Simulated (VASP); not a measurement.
# Na4Ir (F-43m) in VASP: notebook

Aim: see how the results for Na4Ir move with the level of theory and the settings. Levels: PBE+D3, PBE+D3(BJ), PBE+D4, PBE+TS. Tasks: relaxation of cell and atoms.

All numbers are computed with VASP 6.6.1; they aren't measurements. Logs are shortened: lines on timing, memory, paths and dates and some standing lists are left out, and cuts for length are marked.

## 1. Starting point

It takes space group F-43m (No. 216, cubic). The conventional cell has a = 11.547 Å, b = 11.547 Å, c = 11.547 Å, α = 90.00°, β = 90.00°, γ = 90.00°. Na (site symmetry 3m) has 1 Ir at 2.77 Å as nearest neighbours. Ir (site symmetry -43m) is surrounded by 4 Na at 2.77 Å.

The cell was built by a generator and needn't be a form met in nature.

## 2. Relaxation of cell and atoms, PBE+D3

Input file INCAR:

```
SYSTEM = Na4Ir
PREC     = Accurate       ! precision mode
ENCUT    = 600            ! plane-wave cutoff, eV
EDIFF    = 1E-7           ! SCF threshold, eV
ISMEAR   = -1             ! smearing method
SIGMA    = 0.05           ! smearing width, eV
LREAL    = .False.        ! projectors in reciprocal space
LASPH    = .True.         ! aspherical terms in the spheres
NELM     = 100            ! most SCF steps
ALGO     = Fast           ! electronic algorithm
ISIF     = 3              ! what is computed and relaxed
LWAVE    = .False.        ! write WAVECAR
LCHARG   = .False.        ! write CHGCAR
GGA      = PE             ! functional
IVDW     = 11             ! dispersion correction
IBRION   = 2              ! ionic algorithm
NSW      = 60             ! ionic steps
EDIFFG   = -0.005         ! ionic threshold
```

Input file KPOINTS:

```
regular mesh
0
Gamma
  3 3 3
  0 0 0
```

Input file POSCAR:

```
Na4Ir
1.0
    0.0000000000      5.7735500000      5.7735500000
    5.7735500000      0.0000000000      5.7735500000
    5.7735500000      5.7735500000      0.0000000000
Na Ir
4 1
Direct
    0.8616800000      0.4149600000      0.8616800000
    0.8616800000      0.8616800000      0.4149600000
    0.8616800000      0.8616800000      0.8616800000
    0.4149600000      0.8616800000      0.8616800000
    0.0000000000      0.0000000000      0.0000000000
```

Potentials or basis: VASP PAW PBE potentials, release 64 (Na_pv, Ir).

On the command line:

```sh
$ cat potpaw_PBE.64/Na_pv/POTCAR potpaw_PBE.64/Ir/POTCAR > POTCAR
$ mpirun -np 1 vasp_std > vasp.out
```

OUTCAR:

```text
SYSTEM = Na4Ir
   PREC = Accurate
   ENCUT = 600
   EDIFF = 1E-7
   ISMEAR = -1
   LREAL = .False.
   LASPH = .True.
   NELM = 100
   ISIF = 3
   GGA = PE
   IVDW = 11
   IBRION = 2
   NSW = 60
   EDIFFG = -0.005
 IVDW          = 11

 ion  position               nearest neighbor table
   1  0.862  0.415  0.862-   5 2.77
   2  0.862  0.862  0.415-   5 2.77
   3  0.862  0.862  0.862-   5 2.77
   4  0.415  0.862  0.862-   5 2.77
   5  0.000  0.000  0.000-   1 2.77   2 2.77   4 2.77   3 2.77

  LATTYP: Found a face centered cubic cell.
 ALAT       =    11.5471000000

  Lattice vectors:

 A1 = (   0.0000000000,   5.7735500000,   5.7735500000)
 A2 = (   5.7735500000,   0.0000000000,   5.7735500000)
 A3 = (   5.7735500000,   5.7735500000,   0.0000000000)

Analysis of symmetry for initial positions (statically):
=====================================================================
 Subroutine PRICEL returns:
 Original cell was already a primitive cell.

 Routine SETGRP: Setting up the symmetry group for a
 face centered cubic supercell.

 Subroutine GETGRP returns: Found 24 space group operations
 (whereof 24 operations were pure point group operations)
 out of a pool of 48 trial point group operations.

The static configuration has the point symmetry T_d .

Analysis of symmetry for dynamics (positions and initial velocities):
=====================================================================
 Subroutine PRICEL returns:
 Original cell was already a primitive cell.

 Routine SETGRP: Setting up the symmetry group for a
 face centered cubic supercell.

 Subroutine GETGRP returns: Found 24 space group operations
 (whereof 24 operations were pure point group operations)
 out of a pool of 48 trial point group operations.

The dynamic configuration has the point symmetry T_d .

 Subroutine INISYM returns: Found 24 space group operations
 (whereof 24 operations are pure point group operations),
 and found     1 'primitive' translations

----------------------------------------------------------------------------------------

                                     Primitive cell

  volume of cell :     384.9096

  direct lattice vectors                    reciprocal lattice vectors
     0.000000000  5.773550000  5.773550000    -0.086601831  0.086601831  0.086601831
     5.773550000  0.000000000  5.773550000     0.086601831 -0.086601831  0.086601831
     5.773550000  5.773550000  0.000000000     0.086601831  0.086601831 -0.086601831

  length of vectors
     8.165032713  8.165032713  8.165032713     0.149998771  0.149998771  0.149998771

  position of ions in fractional coordinates (direct lattice)
     0.861680000  0.414960000  0.861680000
     0.861680000  0.861680000  0.414960000
     0.861680000  0.861680000  0.861680000
     0.414960000  0.861680000  0.861680000
     0.000000000  0.000000000  0.000000000

  ion indices of the primitive-cell ions
   primitive index   ion index
                 1           1
                 2           2
                 3           3
                 4           4
                 5           5

----------------------------------------------------------------------------------------

 KPOINTS: regular mesh

Automatic generation of k-mesh.
 Grid dimensions read from file:
 generate k-points for:    3    3    3

 Generating k-lattice:

  Cartesian coordinates                     Fractional coordinates (reciprocal lattice)
    -0.028867277  0.028867277  0.028867277     0.333333333  0.000000000  0.000000000
     0.028867277 -0.028867277  0.028867277     0.000000000  0.333333333  0.000000000
     0.028867277  0.028867277 -0.028867277     0.000000000  0.000000000  0.333333333

  Length of vectors
     0.049999590  0.049999590  0.049999590

  Shift w.r.t. Gamma in fractional coordinates (k-lattice)
     0.000000000  0.000000000  0.000000000

 Subroutine IBZKPT returns following result:
 ===========================================

 Found      4 irreducible k-points:

 Following reciprocal coordinates:
            Coordinates               Weight
  0.000000  0.000000  0.000000      1.000000
  0.333333  0.000000  0.000000      8.000000
  0.333333  0.333333  0.000000      6.000000
 -0.333333  0.333333  0.000000     12.000000
   k-points           NKPTS =      4   k-points in BZ     NKDIM =      4   number of bands    NBANDS=     22
   number of dos      NEDOS =    301   number of ions     NIONS =      5
   total plane-waves  NPLWV = 343000
   dimension x,y,z NGX =    70 NGY =   70 NGZ =   70
   dimension x,y,z NGXF=   140 NGYF=  140 NGZF=  140
   ions per type =               4   1
   NGX,Y,Z   is equivalent  to a cutoff of  14.25, 14.25, 14.25 a.u.
   NGXF,Y,Z  is equivalent  to a cutoff of  28.51, 28.51, 28.51 a.u.
 SYSTEM =  Na4Ir
   PREC   = accura    normal or accurate (medium, high low for compatibility)
   ISTART =      0    job   : 0-new  1-cont  2-samecut
   ICHARG =      2    charge: 1-file 2-atom 10-const
   ISPIN  =      1    spin polarized calculation?
   LNONCOLLINEAR =      F non collinear calculations
   LSORBIT =      F    spin-orbit coupling
   LASPH  =      T    aspherical Exc in radial PAW
   ENCUT  =  600.0 eV  44.10 Ry    6.64 a.u.  16.31 16.31 16.31*2*pi/ulx,y,z
   NELM   =    100;   NELMIN=  2; NELMDL= -5     # of ELM steps
   EDIFF  = 0.1E-06   stopping-criterion for ELM
   LREAL  =      F    real-space projection
   EDIFFG = -.5E-02   stopping-criterion for IOM
   NSW    =     60    number of steps for IOM
   IBRION =      2    ionic relax: 0-MD 1-quasi-New 2-CG
   NFREE  =      1    steps in history (QN), initial steepest desc. (CG)
   ISIF   =      3    stress and relaxation
   ISYM   =      2    0-nonsym 1-usesym 2-fastsym
   POTIM  = 0.5000    time-step for ionic-motion
   TEBEG  =    0.0;   TEEND  =   0.0 temperature during run
   PSTRESS=    0.0 pullay stress
   NELECT =      37.0000    total number of electrons
   NUPDOWN=      -1.0000    fix difference up-down
   EMIN   =  10.00;   EMAX   =-10.00  energy-range for DOS
   EFERMI =   0.00;   METHOD = LEGACY
   ISMEAR =    -1;   SIGMA  =   0.05  broadening in eV -4-tet -1-fermi 0-gaus
   EFERMI_NEDOS =   21; number of points for ismear=-14 and -15
   IALGO  =     68    algorithm
   IMIX   =      4    mixing-type and parameters
     AMIX     =   0.40;   BMIX     =  1.00
     AMIX_MAG =   1.60;   BMIX_MAG =  1.00
  volume/ion in A,a.u.               =      76.98       519.50
  Fermi-wavevector in a.u.,A,eV,Ry     =   0.749933  1.417168  7.651910  0.562400
  Thomas-Fermi vector in A             =   1.846567
   LORBIT       =      0    0 simple, 1 ext, 2 COOP (PROOUT), +10 PAW based schemes
   GGA     = PE    functional components
   LHFCALC =     F    Hartree Fock is set to
   AEXX    =    0.0000 exact exchange contribution
   IVDW    =    11    specifies the selected vdW correction
   LEPSILON=     F    determine dielectric tensor
   LRPA    =     F    only Hartree local field effects (RPA)
 conjugate gradient relaxation of ions
 non-spin polarized calculation
 RMM-DIIS sequential band-by-band and
  energy-cutoff  :      600.00
  volume of cell :      384.91
 maximum number of plane-waves:     12891
 NGX is ok and might be reduce to    70
   NGX = 33   NGY = 33   NGZ = 33

--------------------------------------- Ionic step        1  -------------------------------------------

 number of electron      36.9999999 magnetization

 Free energy of the ion-electron system (eV)
  ---------------------------------------------------
  ext. energy  EPLUGINS =         0.00000000
  ---------------------------------------------------
  free energy    TOTEN  =        -9.13406980 eV

  energy without entropy =       -9.00473453  energy(sigma->0) =       -9.06940217

------------------------ aborting loop because EDIFF is reached ----------------------------------------

 Edisp (eV)   -0.29302

 E8    (eV) :    -0.1900

  FORCE on cell =-STRESS in cart. coord.  units (eV):
  Direction    XX          YY          ZZ          XY          YZ          ZX
  --------------------------------------------------------------------------------------
  -------------------------------------------------------------------------------------
  Total      -0.12875    -0.12875    -0.12875     0.00000    -0.00000     0.00000
  in kB      -0.53592    -0.53592    -0.53592     0.00000    -0.00000     0.00000
  external pressure =       -0.54 kB  Pullay stress =        0.00 kB

 VOLUME and BASIS-vectors are now :
 -----------------------------------------------------------------------------
  energy-cutoff  :      600.00
  volume of cell :      384.91
      direct lattice vectors                 reciprocal lattice vectors
     0.000000000  5.773550000  5.773550000    -0.086601831  0.086601831  0.086601831
     5.773550000  0.000000000  5.773550000     0.086601831 -0.086601831  0.086601831
     5.773550000  5.773550000  0.000000000     0.086601831  0.086601831 -0.086601831

 POSITION                                       TOTAL-FORCE (eV/Angst)
 -----------------------------------------------------------------------------------
      7.37074      9.94991      7.37074        -0.024026      0.024026     -0.024026
      7.37074      7.37074      9.94991        -0.024026     -0.024026      0.024026
      9.94991      9.94991      9.94991         0.024026      0.024026      0.024026
      9.94991      7.37074      7.37074         0.024026     -0.024026     -0.024026
      0.00000      0.00000      0.00000        -0.000000      0.000000     -0.000000
 -----------------------------------------------------------------------------------
    total drift:                               -0.000001     -0.000001     -0.000001
[... 77 lines left out ...]
 POSITION                                       TOTAL-FORCE (eV/Angst)
 -----------------------------------------------------------------------------------
      7.34543      9.92241      7.34543        -0.006101      0.006101     -0.006101
      7.34543      7.34543      9.92241        -0.006101     -0.006101      0.006101
      9.92241      9.92241      9.92241         0.006101      0.006101      0.006101
      9.92241      7.34543      7.34543         0.006101     -0.006101     -0.006101
      0.00000      0.00000      0.00000         0.000000      0.000000      0.000000
 -----------------------------------------------------------------------------------
    total drift:                               -0.000001     -0.000001     -0.000001

  FREE ENERGIE OF THE ION-ELECTRON SYSTEM (eV)
  ---------------------------------------------------
  free  energy   TOTEN  =        -9.4282531204 eV

  energy  without entropy=       -9.3004089485  energy(sigma->0) =       -9.36433103

--------------------------------------- Ionic step        4  -------------------------------------------

 number of electron      37.0000001 magnetization

 Free energy of the ion-electron system (eV)
  ---------------------------------------------------
  ext. energy  EPLUGINS =         0.00000000
  ---------------------------------------------------
  free energy    TOTEN  =        -9.13129163 eV

  energy without entropy =       -9.00368814  energy(sigma->0) =       -9.06748988

 E-fermi :  -1.5196     XC(G=0):  -4.2305

 val. band max:       -1.5382064863   @ k =  -0.3333   0.3333   0.0000
 cond. band min:      -1.4921787392   @ k =   0.0000   0.0000   0.0000
 fundamental gap:      0.0460277471
 Fermi energy:        -1.5196449887

 k-point     1 :       0.0000    0.0000    0.0000
  band No.  band energies     occupation
      1     -26.0835      2.00000
      2     -26.0835      2.00000
      3     -26.0831      2.00000
      4     -26.0831      2.00000
      5     -26.0831      2.00000
      6     -26.0762      2.00000
[... 14 lines left out ...]
     21       0.4703      0.00000
     22       0.4703      0.00000

 k-point     2 :       0.3333    0.0000    0.0000
  band No.  band energies     occupation
      1     -26.0834      2.00000
      2     -26.0834      2.00000
      3     -26.0831      2.00000
      4     -26.0828      2.00000
      5     -26.0828      2.00000
      6     -26.0766      2.00000
[... 81 lines left out ...]
 VOLUME and BASIS-vectors are now :
 -----------------------------------------------------------------------------
  energy-cutoff  :      600.00
  volume of cell :      380.84
      direct lattice vectors                 reciprocal lattice vectors
     0.000000000  5.753145863  5.753145863    -0.086908973  0.086908973  0.086908973
     5.753145863  0.000000000  5.753145863     0.086908973 -0.086908973  0.086908973
     5.753145863  5.753145863  0.000000000     0.086908973  0.086908973 -0.086908973

 POSITION                                       TOTAL-FORCE (eV/Angst)
 -----------------------------------------------------------------------------------
      7.34141      9.91803      7.34141        -0.002853      0.002853     -0.002853
      7.34141      7.34141      9.91803        -0.002853     -0.002853      0.002853
      9.91803      9.91803      9.91803         0.002853      0.002853      0.002853
      9.91803      7.34141      7.34141         0.002853     -0.002853     -0.002853
     11.50629      5.75315      5.75315         0.000000      0.000000      0.000000
 -----------------------------------------------------------------------------------
    total drift:                               -0.000001     -0.000001     -0.000001

  FREE ENERGIE OF THE ION-ELECTRON SYSTEM (eV)
  ---------------------------------------------------
  free  energy   TOTEN  =        -9.4282750367 eV

  energy  without entropy=       -9.3006715515  energy(sigma->0) =       -9.36447329

 reached required accuracy - stopping structural energy minimisation
```

Wall time 7.9 min (1 thread of Intel Xeon Platinum 8259CL at 2.50GHz (Skylake/Cascade Lake), shared host); peak memory 0.75 GiB.

What came out:

```
Free energy                            : -9.4283 eV
Relaxed volume                         : 76.17 Å³/atom
Relaxed cell                           : a = 8.136 Å, b = 8.136 Å, c = 8.136 Å, α = 60.00°, β = 60.00°, γ = 60.00°
Space group after relaxing (to 0.05 Å) : F-43m (No. 216)
Energy gained by relaxing              : 0.2 meV/atom
Ionic steps                            : 4
Pressure after relaxing                : 0.0 GPa
Largest force after relaxing           : 0.005 eV/Å
Band gap on the k mesh                 : none (metal or under the smearing width)
Dispersion energy per atom             : -0.059 eV
```

Forces on the atoms (eV/Å):
```
Na  -0.003  0.003 -0.003
Na  -0.003 -0.003  0.003
Na   0.003  0.003  0.003
Na   0.003 -0.003 -0.003
Ir   0.000  0.000  0.000
```

The path:
```tsv
step	energy change (eV)	largest force (eV/Å)	pressure (GPa)	volume (Å³)
1	0.0000	0.0416	-0.05	384.91
2	-0.0007	0.0291	-0.03	383.48
3	-0.0012	0.0106	0.00	381.40
4	-0.0012	0.0049	0.01	380.84
```

Final structure:
```
CELL_PARAMETERS angstrom
0.00000 5.75315 5.75315
5.75315 0.00000 5.75315
5.75315 5.75315 0.00000
ATOMIC_POSITIONS crystal
Na 0.86197 0.41410 0.86197
Na 0.86197 0.86197 0.41410
Na 0.86197 0.86197 0.86197
Na 0.41410 0.86197 0.86197
Ir 0.00000 0.00000 0.00000
```

Levels at points of the mesh, in eV from the Fermi level:
| k point | band 15 | band 16 | band 17 | band 18 | band 19 | band 20 | band 21 | band 22 |
| --- | --- | --- | --- | --- | --- | --- | --- | --- |
| (0.00, 0.00, 0.00) | -0.20 | -0.20 | -0.14 | -0.14 | 0.03 | 1.99 | 1.99 | 1.99 |

Caveat: pairwise dispersion overbinds metals, which lowers pressure and volume. Spin-orbit coupling is left out, which matters for the levels of Ir.

## 3. Relaxation of cell and atoms, PBE+D3(BJ)

Changes to INCAR since step 2:

```diff
@@ -14,3 +14,3 @@
 GGA      = PE             ! functional
-IVDW     = 11             ! dispersion correction
+IVDW     = 12             ! dispersion correction
 IBRION   = 2              ! ionic algorithm
```

KPOINTS is that of step 2.

POSCAR is that of step 2.

Potentials or basis: VASP PAW PBE potentials, release 64 (Na_pv, Ir).

On the command line:

```sh
$ cat potpaw_PBE.64/Na_pv/POTCAR potpaw_PBE.64/Ir/POTCAR > POTCAR
$ mpirun -np 1 vasp_std > vasp.out
```

Wall time 12 min (1 thread of Intel Xeon Platinum 8259CL at 2.50GHz (Skylake/Cascade Lake), shared host); peak memory 0.76 GiB.

The run converged. Its results:

| Item | Value |
| --- | --- |
| Free energy | -9.5032 eV |
| Relaxed volume | 74.50 Å³/atom |
| Relaxed cell | a = 8.076 Å, b = 8.076 Å, c = 8.076 Å, α = 60.00°, β = 60.00°, γ = 60.00° |
| Space group after relaxing (to 0.05 Å) | F-43m (No. 216) |
| Energy gained by relaxing | 0.9 meV/atom |
| Ionic steps | 6 |
| Pressure after relaxing | 0.0 GPa |
| Band gap on the k mesh | none (metal or under the smearing width) |
| Dispersion energy per atom | -0.075 eV |

Step by step:
```tsv
step	energy change (eV)	largest force (eV/Å)	pressure (GPa)	volume (Å³)
1	0.0000	0.0207	-0.10	384.91
2	-0.0015	0.0266	-0.07	382.34
3	-0.0032	0.0403	-0.01	376.82
4	-0.0034	0.0458	0.01	374.59
5	-0.0040	0.0333	0.01	374.02
6	-0.0046	0.0003	0.00	372.49
```

Final structure:
```
Na Ir
1.0
     0.00000    5.71079    5.71079
     5.71079    0.00000    5.71079
     5.71079    5.71079    0.00000
Na Ir
4 1
Direct
  0.86075 0.41776 0.86075
  0.86075 0.86075 0.41776
  0.86075 0.86075 0.86075
  0.41776 0.86075 0.86075
  0.00000 0.00000 0.00000
```

Levels at points of the mesh, in eV from the Fermi level:
```tsv
k point	band 15	band 16	band 17	band 18	band 19	band 20	band 21	band 22
(0.00, 0.00, 0.00)	-0.20	-0.20	-0.14	-0.14	0.02	2.03	2.03	2.03
```

Caveat: pairwise dispersion overbinds metals, which lowers pressure and volume.

(Continued in part 2 of 2.)
